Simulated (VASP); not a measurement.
Here is the system:

```
CELL_PARAMETERS angstrom
      1.50335     0.86796     4.87768
     -1.50335     0.86796     4.87768
      0.00000    -1.73592     4.87768
ATOMIC_POSITIONS crystal
  Mg 0.50000 0.50000 0.50000
  Al 0.00000 0.00000 0.00000
```

These are PBEsol GGA, VASP's PBE PAW potentials (set 64) (plane waves; VASP) values and carry that method's errors. Numerical set-up: 400 eV cut-off, 16×16×16 Γ-centred mesh, tetrahedra with Blöchl corrections, potentials Mg Al.

Estimate the energy per atom (σ→0), band gap (on the k-mesh) with the smallest direct gap where there is one.

| Property | Result |
|---|---|
| band gap (on the k-mesh) | none (metal, semimetal or under 0.01 eV) |
| energy per atom (σ→0) | -2.869 eV/atom |

The structure comes from a computed database's MgAl entry (R-3m); how it stands against other phases isn't given here. It was relaxed first. The electron count is odd and the run is not spin-polarised, which forces a metal.
